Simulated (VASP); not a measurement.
Output of a VASP run:

**OSZICAR**
```
       N       E                     dE             d eps       ncg     rms          rms(c)
DAV:   1     0.110874053627E+03    0.11087E+03   -0.85511E+03  1472   0.121E+03
DAV:   2     0.314200758208E+00   -0.11056E+03   -0.10499E+03  1566   0.278E+02
DAV:   3    -0.339864762910E+01   -0.37128E+01   -0.36990E+01  1786   0.536E+01
DAV:   4    -0.343047989497E+01   -0.31832E-01   -0.31828E-01  1855   0.465E+00
DAV:   5    -0.343080837969E+01   -0.32848E-03   -0.32848E-03  1751   0.375E-01    0.152E+01
DAV:   6    -0.312793818916E+01    0.30287E+00   -0.67575E-01  1711   0.137E+01    0.108E+01
DAV:   7    -0.309998737048E+01    0.27951E-01   -0.20413E-01  1649   0.408E+00    0.263E+00
DAV:   8    -0.309603720443E+01    0.39502E-02   -0.27633E-02  1536   0.248E+00    0.100E+00
DAV:   9    -0.309577753369E+01    0.25967E-03   -0.16208E-03  1636   0.407E-01    0.289E-01
DAV:  10    -0.309576858526E+01    0.89484E-05   -0.12835E-04  1714   0.111E-01    0.612E-02
DAV:  11    -0.309577227345E+01   -0.36882E-05   -0.22923E-05  1740   0.566E-02    0.297E-02
DAV:  12    -0.309577109890E+01    0.11745E-05   -0.37533E-06  1593   0.257E-02    0.490E-03
DAV:  13    -0.309577120589E+01   -0.10699E-06   -0.65851E-07   998   0.561E-03
   1 F= 0.63397922E+01 E0= 0.63398021E+01  d E =0.633979E+01
```

File OUTCAR:
```
------------------------ aborting loop because EDIFF is reached ----------------------------------------
  FORCE on cell =-STRESS in cart. coord.  units (eV):
  Direction    XX          YY          ZZ          XY          YZ          ZX
  --------------------------------------------------------------------------------------
  Total        9.4570580      9.4570580      9.4570580     -0.0000000      0.0000000     -0.0000000
  in kB      300.6834096    300.6834096    300.6834096     -0.0000000      0.0000000     -0.0000000
  external PRESSURE =       0.6834096 kB  Pullay stress =     300.0000000 kB
  volume of cell :       50.39
      direct lattice vectors                 reciprocal lattice vectors
     0.000000000  2.931629323  2.931629323    -0.170553622  0.170553622  0.170553622
     2.931629323  0.000000000  2.931629323     0.170553622 -0.170553622  0.170553622
     2.931629323  2.931629323  0.000000000     0.170553622  0.170553622 -0.170553622
 POSITION                                       TOTAL-FORCE (eV/Angst)
 -----------------------------------------------------------------------------------
      0.00000      0.00000      0.00000         0.000000      0.000000      0.000000
      1.46581      1.46581      1.46581        -0.000000     -0.000000     -0.000000
 -----------------------------------------------------------------------------------
    total drift:                                0.000000      0.000000      0.000000
  FREE ENERGIE OF THE ION-ELECTRON SYSTEM (eV)
  ---------------------------------------------------
  free  energy   TOTEN  =        -3.0957712059 eV

  energy  without entropy=       -3.0957417347  energy(sigma->0) =       -3.09576138
  enthalpy is  TOTEN    =         6.3397922345 eV   P V=        9.4355634404

 reached required accuracy - stopping structural energy minimisation
```
(Selected blocks of OUTCAR.)

**POSCAR**
```
HgTe
1
    0.0000000000     2.9316293231     2.9316293231
    2.9316293231     0.0000000000     2.9316293231
    2.9316293231     2.9316293231     0.0000000000
Hg Te
1 1
Direct
  0.0000000000   0.0000000000   0.0000000000
  0.2500000000   0.2500000000   0.2500000000
```

Q: Write an INCAR and KPOINTS that could have produced this output.

A: This is not unique; one that fits is the input of the run itself, PBEsol GGA, plane waves, VASP's PBE PAW potentials (set 64).

**INCAR**
```
LREAL  =  .FALSE.   ! projection in real space or not
SIGMA  =  0.1   ! width (eV)
LCHARG  =  .FALSE.
IBRION  =  2   ! conjugate gradients
LWAVE  =  .FALSE.
GGA  =  PS   ! PBEsol
ENCUT  =  500
ALGO  =  Normal   ! blocked Davidson
ISIF  =  3   ! ions, shape and volume
NELM  =  100   ! most electronic steps
SYSTEM  =  HgTe
LMAXMIX  =  6   ! l cut-off of mixed one-centre charges
EDIFFG  =  -0.02   ! ionic stop
LASPH  =  .TRUE.
NSW  =  40   ! most ionic steps
PREC  =  Accurate
ISMEAR  =  1
EDIFF  =  1E-6
PSTRESS  =  300
```

KPOINTS:
```
Automatic mesh
0
Gamma
11 11 11
0 0 0
```

POTCAR, in this order: Hg Te (PBE.64 set). Program: vasp_std.

The compound is HgTe in the zinc blende structure. It was relaxed first under an external pressure of 30 GPa.
